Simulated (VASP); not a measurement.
```xyz
2
Lattice="0.0000 3.1358 3.1358 3.1358 0.0000 3.1358 3.1358 3.1358 0.0000" Properties=species:S:1:pos:R:3 pbc="T T T"
Pb     0.0000     0.0000     0.0000
Se     3.1358     3.1358     3.1358
```

All values below come from revPBE GGA, VASP's PBE PAW potentials (set 64) (plane waves; VASP 6.6.1). Settings: 520 eV cut-off, Gaussian smearing of 0.050 eV, potentials Pb_d Se.

Unless said otherwise, spin-orbit coupling is left out, though it shifts the bands of the heavy elements here.

Task: Give the energies of bands 7 to 13 at the high-symmetry points, in eV from the valence-band maximum.

Result: 
```json
[
 {"band": "7", "Γ": "-6.34", "X": "-7.21", "U": "-7.72", "L": "-8.36", "W": "-7.71"},
 {"band": "8", "Γ": "-1.52", "X": "-4.33", "U": "-3.96", "L": "-1.16", "W": "-3.64"},
 {"band": "9", "Γ": "-1.52", "X": "-2.74", "U": "-2.28", "L": "-1.16", "W": "-3.64"},
 {"band": "10", "Γ": "-1.52", "X": "-2.74", "U": "-2.04", "L": "0.00", "W": "-0.62"},
 {"band": "11", "Γ": "4.63", "X": "4.11", "U": "3.44", "L": "0.58", "W": "2.03"},
 {"band": "12", "Γ": "4.63", "X": "5.42", "U": "3.98", "L": "1.92", "W": "4.97"},
 {"band": "13", "Γ": "4.63", "X": "5.42", "U": "5.33", "L": "1.92", "W": "4.97"}
]
```

The gap is direct, 0.58 eV, from the valence maximum at L to the conduction minimum at L.

The compound is PbSe in the rock salt structure. It was relaxed first, which changed the volume by +8 %.
